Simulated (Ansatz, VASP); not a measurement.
# Cross-check of SnSe between VASP and Ansatz, part 2 of 2

One calculation is typed for both programs; each brings its own data sets. How far apart do they land? The structure shown is the end of the Ansatz relaxation below.

VASP 6.6.1 and Ansatz 0.2.0.

So far. Step 3 (VASP: single point, PBE with D3(BJ), pair 1): The run ends at a pressure of 0.14 GPa, with forces up to 0.022 eV/Å.

### Step 6. VASP: single point, PBE with D3(BJ), pair 2

Level of this step: PBE with D3(BJ); plane waves and PAW (Sn_d, Se) (VASP).

The same cell, functional, mesh and smearing now go to VASP, with its own data sets.

Contents of INCAR:

```
SYSTEM = SnSe
PREC = Accurate
ENCUT = 500
EDIFF = 1E-06
NELM = 120
ISMEAR = -1
SIGMA = 0.02
LREAL = .FALSE.
ALGO = Normal
GGA = PE
IVDW = 12
NBANDS = 49
LORBIT = 11
LWAVE = .FALSE.
LCHARG = .FALSE.
ISIF = 2
LASPH = .TRUE.
GGA_COMPAT = .FALSE.
EFERMI = MIDGAP
KPAR = 2
```

Contents of POSCAR:

```
SnSe
1.0
   11.5486916430      0.0000000000      0.0000000000
    0.0000000000      4.2116986912      0.0000000000
    0.0000000000      0.0000000000      4.2840317800
Sn Se
4 4
Direct
    0.1198685275      0.2500000000      0.0794237009
    0.3801314725      0.7500000000      0.5794237009
    0.6198685275      0.2500000000      0.4205762991
    0.8801314725      0.7500000000      0.9205762991
    0.8576986116      0.2500000000      0.4791302967
    0.6423013884      0.7500000000      0.9791302967
    0.3576986116      0.2500000000      0.0208697033
    0.1423013884      0.7500000000      0.5208697033
```

Contents of KPOINTS:

```
Automatic mesh
0
Gamma
3 7 6
0 0 0
```

The projector-augmented-wave data sets are Sn_d and Se (PBE family, release 64).

The run is started by

```sh
$ mpirun -np 2 vasp_std
```

Numbers of over 12 decimals in the logs are rounded to 6 here.

Output:

```text
[... set-up lines as in an earlier step ...]
 entering main loop
       N       E                     dE             d eps       ncg     rms          rms(c)
DAV:   1     0.872127761014E+03    0.87213E+03   -0.36256E+04  3394   0.208E+03
DAV:   2     0.118486308068E+03   -0.75364E+03   -0.73090E+03  3144   0.605E+02
DAV:   3    -0.233408980565E+02   -0.14183E+03   -0.13504E+03  3706   0.205E+02
DAV:   4    -0.331527494345E+02   -0.98119E+01   -0.96364E+01  3728   0.543E+01
[...]
DAV:  11    -0.327540696180E+02   -0.62307E-04   -0.30464E-04  4155   0.962E-02    0.215E-02
DAV:  12    -0.327540547987E+02    0.14819E-04   -0.39355E-05  3988   0.336E-02    0.864E-03
DAV:  13    -0.327540548983E+02   -0.99626E-07   -0.63929E-06  3013   0.886E-03
   1 F= -.35723973E+02 E0= -.35723973E+02  d E =-.102318E-06
```

From OUTCAR (step 6):

```text
 Edisp (eV)   -2.96992

  Total       0.06527     0.04974     0.76253     0.00000     0.00000     0.00000
  in kB       0.50187     0.38247     5.86303     0.00000     0.00000     0.00000
  external pressure =        2.25 kB  Pullay stress =        0.00 kB

 POSITION                                       TOTAL-FORCE (eV/Angst)
 -----------------------------------------------------------------------------------
      1.38432      1.05292      0.34025        -0.013293      0.000000     -0.009004
      4.39002      3.15877      2.48227         0.013293      0.000000     -0.009004
      7.15867      1.05292      1.80176        -0.013293      0.000000      0.009004
     10.16437      3.15877      3.94378         0.013293     -0.000000      0.009004
      9.90530      1.05292      2.05261         0.011136     -0.000000     -0.009073
      7.41774      3.15877      4.19463        -0.011136      0.000000     -0.009073
      4.13095      1.05292      0.08941         0.011136     -0.000000      0.009073
      1.64339      3.15877      2.23142        -0.011136     -0.000000      0.009073
 -----------------------------------------------------------------------------------
    total drift:                                0.000000     -0.000000     -0.000000

  FREE ENERGIE OF THE ION-ELECTRON SYSTEM (eV)
  ---------------------------------------------------
  free  energy   TOTEN  =       -35.7239733544 eV

  energy  without entropy=      -35.7239732521  energy(sigma->0) =      -35.72397330

[... 1 part as in an earlier step ...]

[... 2 further parts left out ...]
[key lines of the parts left out:]
E-fermi :   5.9643
```

The run ends at a pressure of 0.22 GPa, with forces up to 0.016 eV/Å.

### Step 7. Differences

What differs besides the data sets and the points named for the pairs above, as far as they apply: the data sets hold 120 valence electrons in Ansatz (on its PAW soft_1 files) and 80 in VASP. Total energies have different zeros and are not compared.

Compared:

```
              quantity  Ansatz   VASP  difference
        pressure (GPa)    0.19   0.22       -0.04
gap on the k mesh (eV)   0.478  0.469      +0.010
```

At this near-relaxed geometry the largest component of a force difference is 13 meV/Å. A gap on the mesh is an upper bound, since the band edges may lie between its points.

### Step 8. Ansatz: relaxation, PBE with D3(BJ)

This run makes the geometry at which the two programs are then compared. The cell compared in this pair holds 210.92 Å³, against 208.37 Å³ for the pair before.

The structure compared here is the end of the Ansatz relaxation.

Contents of input.yaml:

```yaml
crystal:
  lattice:
    - [11.4830633925, 0.0, 0.0]
    - [0.0, 4.1628118875, 0.0]
    - [0.0, 0.0, 4.41517561]
  atoms:
    - { symbol: Sn, position: [0.118593, 0.25, 0.0925598] }
    - { symbol: Sn, position: [0.381407, 0.75, 0.5925598] }
    - { symbol: Sn, position: [0.618593, 0.25, 0.4074402] }
    - { symbol: Sn, position: [0.881407, 0.75, 0.9074402] }
    - { symbol: Se, position: [0.8572655, 0.25, 0.4773824] }
    - { symbol: Se, position: [0.6427345, 0.75, 0.9773824] }
    - { symbol: Se, position: [0.3572655, 0.25, 0.0226176] }
    - { symbol: Se, position: [0.1427345, 0.75, 0.5226176] }
kpoints:
  mp_grid: { grid: [3, 7, 6] }
scf:
  occupations: { method: fermi_dirac, width: 0.02 }
hamiltonian:
  xc: pbe
  pseudopotentials: { kind: paw, azcp: { folder: soft_1 } }
  dispersion: d3bj
basis:
  ecutwfc: 600
output:
  forces: true
  stress: true
relax:
  f_tol: 0.005
  max_steps: 70
  cell: { stress_tol: 0.02, p_target: 0, fix: [c, alpha, beta, gamma] }
```

The run is started by

```sh
$ ansatz run input.yaml --threads 4 --pin off --max-ram 10240MiB --backend cpu --events-out ev --progress --plain --runs-dir out
```

Output:

```text
[...]
Crystal: 8 atoms, lattice volume = 211.053 Å³
Basis set: ecut = 600 eV, 7033 PW (Γ), exchange–correlation on 192×72×72 points (8 copies of the dense FFT grid, shifted against one another)
Bands: 72, of which v1, the nominal top of the filled ones, is band 60 counted from 1 (59 counted from 0)
Symmetry: 8 space group operations
[...]
k-points: 32 of 126
[...]
atoms:
    - { symbol: Sn, position: [0.118075, 0.25, 0.098410] }
    - { symbol: Sn, position: [0.381925, 0.750000, 0.598410] }
    - { symbol: Sn, position: [0.618075, 0.25, 0.401590] }
    - { symbol: Sn, position: [0.881925, 0.750000, 0.901590] }
    - { symbol: Se, position: [0.857160, 0.25, 0.476604] }
    - { symbol: Se, position: [0.642840, 0.750000, 0.976604] }
    - { symbol: Se, position: [0.357160, 0.25, 0.023396] }
    - { symbol: Se, position: [0.142840, 0.750000, 0.523396] }
[key lines of the parts left out:]
SCF converged after 8 iterations
Free energy (F): -45979.869913 eV
Fermi energy:    9.364057 eV
P = ⅓ Tr σ = -0.0820 GPa (-0.820 kbar)
```

### Step 9. VASP: single point, PBE with D3(BJ), pair 3

The same cell, functional, mesh and smearing now go to VASP, with its own data sets.

INCAR is that of step 6.

Contents of POSCAR:

```
SnSe
1.0
   11.4936215442      0.0000000000      0.0000000000
    0.0000000000      4.1562961099      0.0000000000
    0.0000000000      0.0000000000      4.4151756100
Sn Se
4 4
Direct
    0.1180749364      0.2500000000      0.0984095174
    0.3819250636      0.7500000000      0.5984095174
    0.6180749364      0.2500000000      0.4015904826
    0.8819250636      0.7500000000      0.9015904826
    0.8571600321      0.2500000000      0.4766042122
    0.6428399679      0.7500000000      0.9766042122
    0.3571600321      0.2500000000      0.0233957878
    0.1428399679      0.7500000000      0.5233957878
```

KPOINTS is that of step 6.

The run is started by

```sh
$ mpirun -np 2 vasp_std
```

Output:

```text
[... set-up lines as in an earlier step ...]
 entering main loop
       N       E                     dE             d eps       ncg     rms          rms(c)
DAV:   1     0.857255798185E+03    0.85726E+03   -0.36100E+04  3368   0.207E+03
DAV:   2     0.113315690726E+03   -0.74394E+03   -0.72191E+03  3144   0.592E+02
DAV:   3    -0.239710536609E+02   -0.13729E+03   -0.13132E+03  3733   0.203E+02
DAV:   4    -0.332010368841E+02   -0.92300E+01   -0.90614E+01  3667   0.529E+01
[...]
DAV:  11    -0.327939119325E+02   -0.63508E-04   -0.27811E-04  4137   0.933E-02    0.206E-02
DAV:  12    -0.327938981450E+02    0.13788E-04   -0.36520E-05  3923   0.328E-02    0.809E-03
DAV:  13    -0.327938983772E+02   -0.23225E-06   -0.65108E-06  3010   0.908E-03
   1 F= -.35728478E+02 E0= -.35728478E+02  d E =-.133580E-07
```

From OUTCAR (step 9):

```text
 Edisp (eV)   -2.93458

  Total       0.06168     0.04968    -0.27836     0.00000     0.00000     0.00000
  in kB       0.46851     0.37737    -2.11451     0.00000     0.00000     0.00000
  external pressure =       -0.42 kB  Pullay stress =        0.00 kB

 POSITION                                       TOTAL-FORCE (eV/Angst)
 -----------------------------------------------------------------------------------
      1.35711      1.03907      0.43450        -0.014209      0.000000     -0.010691
      4.38970      3.11722      2.64208         0.014209     -0.000000     -0.010691
      7.10392      1.03907      1.77309        -0.014209     -0.000000      0.010691
     10.13651      3.11722      3.98068         0.014209     -0.000000      0.010691
      9.85187      1.03907      2.10429         0.008659      0.000000     -0.010482
      7.38856      3.11722      4.31188        -0.008659      0.000000     -0.010482
      4.10506      1.03907      0.10330         0.008659      0.000000      0.010482
      1.64175      3.11722      2.31088        -0.008659      0.000000      0.010482
 -----------------------------------------------------------------------------------
    total drift:                                0.000000      0.000000      0.000000

  FREE ENERGIE OF THE ION-ELECTRON SYSTEM (eV)
  ---------------------------------------------------
  free  energy   TOTEN  =       -35.7284776571 eV

  energy  without entropy=      -35.7284776437  energy(sigma->0) =      -35.72847765

[... 1 part as in an earlier step ...]

[... 2 further parts left out ...]
[key lines of the parts left out:]
E-fermi :   5.9181
```

The run ends at a pressure of -0.04 GPa, with forces up to 0.018 eV/Å.

### Step 10. Comparison

What differs besides the data sets and the points named for the pairs above, as far as they apply: the data sets hold 120 valence electrons in Ansatz (on its PAW soft_1 files) and 80 in VASP. Total energies have different zeros and are not compared.

Both answers:

```
              quantity  Ansatz   VASP  difference
        pressure (GPa)   -0.08  -0.04       -0.04
gap on the k mesh (eV)   0.568  0.557      +0.010
```

At this near-relaxed geometry the largest component of a force difference is 15 meV/Å. A gap on the mesh is an upper bound, since the band edges may lie between its points.

### Step 11. Results

| Quantity | Value |
| --- | --- |
| difference in gap on the k mesh (single point, PBE with D3(BJ), pair 1) | 0.0099 eV |
| r.m.s. force difference (single point, PBE with D3(BJ), pair 1) | 8.8 meV/Å |
| difference in gap on the k mesh (single point, PBE with D3(BJ), pair 2) | 0.0097 eV |
| r.m.s. force difference (single point, PBE with D3(BJ), pair 2) | 8.5 meV/Å |
| difference in gap on the k mesh (single point, PBE with D3(BJ), pair 3) | 0.010 eV |
| r.m.s. force difference (single point, PBE with D3(BJ), pair 3) | 9.2 meV/Å |

**Reading.** The r.m.s. force difference is 9.2 meV/Å (single point, PBE with D3(BJ), pair 3), within the 12 meV/Å picked in this series as the mark of a large difference. The data sets hold unlike numbers of valence electrons (120 in Ansatz and 80 in VASP), so part of the differences comes from the potentials. 1 further run of this series is not shown here. How closely two codes agree says nothing of how well the functional describes the real material.

[Lines on the potential files, build, host, timing and source positions are cut from VASP's logs without a mark.]

[Logs are printed without paths, hosts, clocks, repeated set-up lines and the standing remarks that a program may print on its own settings, such as how far it seeks lower states.]

[Hosts, paths, dates, database ids (printed as entryN), source tags and the programs' standing remarks are cut or masked in the printed files.]
